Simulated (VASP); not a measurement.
# TiFe: convergence, energy along a vibration (SMASS = -2)

TiFe, atoms displaced along the mode, 2 atoms in the cell. PBEsol, energy along a line of displacements; PAW potentials Fe, Ti_sv (PBE set). VASP 6.6.1.

Wanted: harmonic frequency within 1 %.

Mode: optical mode at Gamma along x.

POSCAR of the starting run:
```
TiFe
1.0
    2.9760000000      0.0000000000      0.0000000000
    0.0000000000      2.9760000000      0.0000000000
    0.0000000000      0.0000000000      2.9760000000
Fe Ti
1 1
Direct
   -0.0124069280      0.0000000000      0.0000000000
    0.5144747925      0.5000000000      0.5000000000

    0.0092307544   0.0000000000   0.0000000000
   -0.0107692456   0.0000000000   0.0000000000
```

The series start from k mesh: 7 × 7 × 7; Cutoff (eV): 360; Step along the mode (Å): 0.02; Electronic threshold (eV): 1e-7; Smearing width (eV): 0.15; Precision and projection: Accurate, reciprocal space. Each series keeps the choices made before it, and each single choice may use up half of a tolerance.

## k mesh

| k mesh | Harmonic frequency (THz) | Time (s) |
|---|---|---|
| 3 × 3 × 3 | 3.862 | 12 |
| 4 × 4 × 4 | 7.274 | 18 |
| 5 × 5 × 5 | 5.93 | 27 |
| 7 × 7 × 7 | 6.221 | 66 |
| 8 × 8 × 8 | 6.646 | 120 |
| 10 × 10 × 10 | 6.673 | 179 |
| 13 × 13 × 13 (reference) | 6.518 | 346 |

Chosen: 13 × 13 × 13; the next looser run is off by more than half of the tolerance, so convergence isn't shown beyond this value.

## Cutoff (eV)

| Cutoff (eV) | Harmonic frequency (THz) | Time (s) |
|---|---|---|
| 200 | -2.84 | 178 |
| 240 | 6.496 | 222 |
| 280 | 6.543 | 227 |
| 320 | 6.532 | 365 |
| 360 | 6.518 | 346 |
| 420 (reference) | 6.563 | 482 |

Chosen: 420; the next looser run is off by more than half of the tolerance, so convergence isn't shown beyond this value.

## Electronic threshold (eV)

| Electronic threshold (eV) | Harmonic frequency (THz) | Time (s) |
|---|---|---|
| 0.001 | 6.566 | 377 |
| 0.0001 | 6.567 | 389 |
| 1e-5 | 6.569 | 450 |
| 1e-6 | 6.569 | 481 |
| 1e-7 | 6.569 | 527 |
| 1e-8 (reference) | 6.569 | 728 |

Chosen: 0.001, the loosest value from which every tighter one stays within half of the tolerance.

Also changed on the way, by series that aren't shown: Step along the mode (Å): 0.04.

## All choices together

| Input | Harmonic frequency (THz) | Time (s) |
|---|---|---|
| defaults on a coarse mesh (naive) | 7.334 | 4.8 |
| chosen settings | 6.566 | 377 |
| reference settings throughout | 6.551 | 547 |

The chosen settings stay within the tolerance of the reference run, but the reference itself isn't shown to be converged in: k mesh, Cutoff (eV), Smearing width (eV).

## The input

INCAR:
```
ALGO     = Normal         # electronic algorithm
EDIFF    = 0.001          # SCF threshold, eV
ENCUT    = 420            # plane-wave cutoff, eV
GGA      = PS             # functional
IBRION   = 0              # ionic algorithm
ISMEAR   = 1              # smearing method
ISPIN    = 2              # spin polarisation
ISYM     = 0            
KPAR     = 2            
LASPH    = T              # aspherical terms in the spheres
LCHARG   = F              # write CHGCAR
LREAL    = F              # projectors in reciprocal space
LWAVE    = F              # write WAVECAR
MAGMOM   = 3 1            # initial moments
NELMIN   = 4            
NSW      = 9              # ionic steps
POTIM    = 1              # step
PREC     = Accurate       # precision mode
SIGMA    = 0.15           # smearing width, eV
SMASS    = -2            
```

KPOINTS:
```
Automatic mesh
0
Gamma
  13 13 13
  0 0 0
```

POSCAR:
```
TiFe
1.0
    2.9760000000      0.0000000000      0.0000000000
    0.0000000000      2.9760000000      0.0000000000
    0.0000000000      0.0000000000      2.9760000000
Fe Ti
1 1
Direct
   -0.0248138559      0.0000000000      0.0000000000
    0.5289495850      0.5000000000      0.5000000000

    0.0184615088   0.0000000000   0.0000000000
   -0.0215384912   0.0000000000   0.0000000000
```

Commands:
```
cat potpaw_PBE.64/Fe/POTCAR potpaw_PBE.64/Ti_sv/POTCAR > POTCAR
mpirun -np 2 vasp_std > vasp.out
```

Limits: NELMIN = 4 forces that many electronic steps, so a loose EDIFF looks better here than it is.

The chosen input took VASP 6.6.1 377 s on 2 cores (AMD EPYC 9R45 (Zen 5)), a shared host.

## An input that fails: SMASS left out, so the atoms move under their forces

It runs to its end, but against the unchanged starting input it is off by 1.6 % in the harmonic frequency.

Changes against the starting input:
```
- SMASS = -2
```
